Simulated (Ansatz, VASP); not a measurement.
# Two plane-wave programs on Mg3CdSe4

File INCAR:

```
  PREC = Accurate
  ENCUT = 520
  EDIFF = 1E-7
  ISMEAR = 0
  SIGMA = 0.1
  LREAL = False
  LASPH = True
  NELM = 60
  ALGO = Normal
  ISIF = 2
  LWAVE = False
  LCHARG = True
  GGA = PE
  LELF = True
  LVHAR = True
  NBANDS = 31
```

File KPOINTS:

```
regular mesh
0
Gamma
  4 4 2
```

File POSCAR:

```
Mg3CdSe4
1.0
    3.9404622000      0.0000000000      0.0000000000
    0.0000000000      3.9404622000      0.0000000000
    0.0000000000      0.0000000000     11.1693267000
Mg Cd Se
3 1 4
Direct
    0.5000000000      0.5000000000      0.2533570000
    0.0000000000      0.0000000000      0.5000000000
    0.5000000000      0.5000000000      0.7466430000
    0.0000000000      0.0000000000      0.0000000000
    0.0000000000      0.0000000000      0.2556680000
    0.5000000000      0.5000000000      0.5000000000
    0.0000000000      0.0000000000      0.7443320000
    0.5000000000      0.5000000000      0.0000000000
```

Input for Ansatz:

```yaml
crystal:
  lattice:
    - [3.9404622, 0.0, 0.0]
    - [0.0, 3.9404622, 0.0]
    - [0.0, 0.0, 11.1693267]
  atoms:
    - { symbol: Mg, position: [0.5, 0.5, 0.253357] }
    - { symbol: Mg, position: [0.0, 0.0, 0.5] }
    - { symbol: Mg, position: [0.5, 0.5, 0.746643] }
    - { symbol: Cd, position: [0.0, 0.0, 0.0] }
    - { symbol: Se, position: [0.0, 0.0, 0.255668] }
    - { symbol: Se, position: [0.5, 0.5, 0.5] }
    - { symbol: Se, position: [0.0, 0.0, 0.744332] }
    - { symbol: Se, position: [0.5, 0.5, 0.0] }
basis:
  ecutwfc: 420
kpoints:
  mp_grid: { grid: [4, 4, 2] }
hamiltonian:
  xc: pbe
scf:
  occupations: { method: gaussian, width: 0.1 }
  lower_state_search: "off"
output:
  forces: true
  stress: true
  eigenvalues: true
```

Alike in both runs: task single point; functional PBE; k mesh 4 × 4 × 2; occupations gaussian, width 0.1 eV; no spin polarisation.

|  | VASP | Ansatz |
| --- | --- | --- |
| version | VASP 6.6.1 | Ansatz 0.2.0 |
| potentials or method | VASP PAW PBE potentials, release 64 (Mg, Cd, Se) | scalar-relativistic, plane waves, PAW |
| plane-wave cutoff (eV) | 520 | 420 |
| valence electrons in the cell | 42 | 114 |

|  | VASP | Ansatz | Ansatz less VASP |
| --- | --- | --- | --- |
| gap on the k mesh at the Fermi level (eV) | 0.35 | 0.36 | +0.011 |
| least direct gap on the mesh (eV) | 0.95 | 0.97 | +0.019 |
| pressure (GPa) | 0.2 | 0.1 | -0.02 |
| largest component of the traceless stress (GPa) | 0.48 | 0.46 | -0.022 |
| rms of the force components (eV/Å) | 0.002 | 0.004 | +0.0020 |

Atom by atom the forces differ by 0.006 eV/Å (rms over components). The two sets of potentials don't hold the same shells in valence.
